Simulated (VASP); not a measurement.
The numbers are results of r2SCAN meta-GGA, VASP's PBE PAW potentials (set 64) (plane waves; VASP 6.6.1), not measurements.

A VASP calculation is set up with these files.

**KPOINTS_OPT**
```
k-points along high-symmetry lines
10
Line-mode
Reciprocal
  0.000000   0.000000   0.000000 ! GAMMA
  0.000000   0.500000   0.000000 ! X

  0.000000   0.500000   0.000000 ! X
  0.500000   0.500000   0.000000 ! M

  0.500000   0.500000   0.000000 ! M
  0.000000   0.000000   0.000000 ! GAMMA

  0.000000   0.000000   0.000000 ! GAMMA
  0.500000   0.500000   0.500000 ! R

  0.500000   0.500000   0.500000 ! R
  0.000000   0.500000   0.000000 ! X

  0.500000   0.500000   0.500000 ! R
  0.500000   0.500000   0.000000 ! M
```

File KPOINTS:
```
Automatic mesh
0
Gamma
  15 15 15
```

POSCAR:
```
WC
2.7203420
  1.0000000894   0.0000000000   0.0000000000
  0.0000000000   1.0000000894   0.0000000000
  0.0000000000   0.0000000000   1.0000000894
W C
1 1
direct
  0.0000000000   0.0000000000   0.0000000000
  0.5000000000   0.5000000000   0.5000000000
```

### INCAR
```
ALGO  =  Normal
EDIFF  =  1E-7
ENCUT  =  520
ISIF  =  2
ISMEAR  =  -5
LASPH  =  .TRUE.
LCHARG  =  .FALSE.
LMAXMIX  =  6
LMIXTAU  =  .TRUE.
LORBIT  =  11
LREAL  =  .FALSE.
LWAVE  =  .FALSE.
METAGGA  =  R2SCAN
NEDOS  =  601
NELM  =  100
PREC  =  Accurate
SYSTEM  =  WC
```

POTCAR, in this order: W_sv C (PBE.64 set). Program: vasp_std.

The run wrote:

**OSZICAR**
```
       N       E                     dE             d eps       ncg     rms          rms(c)
DAV:   1     0.703704977704E+02    0.70370E+02   -0.10027E+04  3120   0.158E+03
DAV:   2    -0.626114069055E+02   -0.13298E+03   -0.12946E+03  3560   0.391E+02
DAV:   3    -0.666360507890E+02   -0.40246E+01   -0.39501E+01  3846   0.613E+01
DAV:   4    -0.666761084339E+02   -0.40058E-01   -0.40058E-01  3410   0.626E+00
DAV:   5    -0.666764196889E+02   -0.31125E-03   -0.31152E-03  3628   0.568E-01    0.303E+01
DAV:   6    -0.593052456891E+02    0.73712E+01   -0.94973E+00  3370   0.367E+01    0.549E+00
DAV:   7    -0.596318446202E+02   -0.32660E+00   -0.72078E-01  3135   0.832E+00    0.514E+00
DAV:   8    -0.595993985939E+02    0.32446E-01   -0.15514E-01  3250   0.454E+00    0.813E-01
DAV:   9    -0.596526031647E+02   -0.53205E-01   -0.11452E-01  3315   0.261E+00    0.686E-01
DAV:  10    -0.596617373031E+02   -0.91341E-02   -0.69935E-03  3345   0.608E-01    0.267E-01
DAV:  11    -0.596654115479E+02   -0.36742E-02   -0.15597E-03  3215   0.412E-01    0.209E-01
DAV:  12    -0.596652372978E+02    0.17425E-03   -0.17707E-03  3540   0.285E-01    0.537E-02
DAV:  13    -0.596651357832E+02    0.10151E-03   -0.87745E-05  3380   0.943E-02    0.398E-02
DAV:  14    -0.596651402650E+02   -0.44818E-05   -0.89659E-05  3490   0.699E-02    0.720E-03
DAV:  15    -0.596651560300E+02   -0.15765E-04   -0.88247E-06  3150   0.312E-02    0.269E-03
DAV:  16    -0.596651545894E+02    0.14406E-05   -0.49197E-07  3162   0.756E-03    0.177E-03
DAV:  17    -0.596651544238E+02    0.16558E-06   -0.14450E-08  1560   0.143E-03    0.155E-03
DAV:  18    -0.596651553870E+02   -0.96325E-06   -0.83567E-08  1560   0.189E-03    0.159E-04
DAV:  19    -0.596651555014E+02   -0.11437E-06   -0.15147E-08  1560   0.120E-03    0.134E-04
DAV:  20    -0.596651554868E+02    0.14633E-07   -0.98358E-10  1560   0.356E-04
   1 F= -.59665155E+02 E0= -.59665155E+02  d E =0.000000E+00
       N       E                     dE             ncg
```

### OUTCAR
```
------------------------ aborting loop because EDIFF is reached ----------------------------------------
  FORCE on cell =-STRESS in cart. coord.  units (eV):
  Direction    XX          YY          ZZ          XY          YZ          ZX
  --------------------------------------------------------------------------------------
  Total        0.0215526      0.0215526      0.0215526     -0.0000000     -0.0000000      0.0000000
  in kB        1.7152942      1.7152942      1.7152942     -0.0000000     -0.0000000      0.0000000
  external PRESSURE =       1.7152942 kB  Pullay stress =       0.0000000 kB
  volume of cell :       20.13
      direct lattice vectors                 reciprocal lattice vectors
     2.720342243  0.000000000  0.000000000     0.367600806  0.000000000  0.000000000
     0.000000000  2.720342243  0.000000000     0.000000000  0.367600806  0.000000000
     0.000000000  0.000000000  2.720342243     0.000000000  0.000000000  0.367600806
 POSITION                                       TOTAL-FORCE (eV/Angst)
 -----------------------------------------------------------------------------------
      0.00000      0.00000      0.00000         0.000000      0.000000      0.000000
      1.36017      1.36017      1.36017         0.000000      0.000000      0.000000
 -----------------------------------------------------------------------------------
    total drift:                                0.000000      0.000000      0.000000
  FREE ENERGIE OF THE ION-ELECTRON SYSTEM (eV)
  ---------------------------------------------------
  free  energy   TOTEN  =       -59.6651554868 eV

  energy  without entropy=      -59.6651554868  energy(sigma->0) =      -59.66515549

 total charge

# of ion       s       p       d       tot
------------------------------------------
    1        2.339   6.345   3.431  12.115
    2        0.871   1.489   0.000   2.360
--------------------------------------------------
tot          3.209   7.835   3.431  14.475
```
(Selected blocks of OUTCAR.)

For a metal the tetrahedron method with Blöchl corrections gives inexact stress and forces.

The structure was generated: WC was put into the CsCl type (Pm-3m), which need not be its known phase. It was relaxed first, which changed the volume by -19 %.
